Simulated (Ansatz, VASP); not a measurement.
## Two plane-wave programs on In3Cl

```
In Cl
1.0
     4.84255    0.00000    0.00000
     0.00000    4.84255    0.00000
     0.00000    0.00000    4.84255
In Cl
3 1
Direct
  0.00000 0.50000 0.50000
  0.50000 0.00000 0.50000
  0.50000 0.50000 0.00000
  0.00000 0.00000 0.00000
```

Alike in both runs: functional PBE; k mesh 10 × 10 × 10; occupations gaussian, width 0.1 eV; no spin polarisation.

Ansatz relaxed the structure, and its values are those at the end. VASP's run is a single point on that final structure, the one shown.

|  | VASP | Ansatz |
| --- | --- | --- |
| version | VASP 6.6.1 | Ansatz 0.2.0 |
| potentials or method | VASP PAW PBE potentials, release 64 (In_d, Cl) | scalar-relativistic, plane waves, PAW |
| plane-wave cutoff (eV) | 520 | 420 |
| valence electrons in the cell | 46 | 46 |

Ansatz gave:

| Property | Result |
| --- | --- |
| gap on the k mesh at the Fermi level (eV) | none |
| pressure (GPa) | 0.0 |

Problem. Which values does VASP return?

Solution. gap on the k mesh at the Fermi level (eV): none; pressure (GPa): -0.1.

A gap of «none» marks a metal or a gap that the smearing closes. The functional is the same, so the differences come from potentials, cutoffs and numerics.
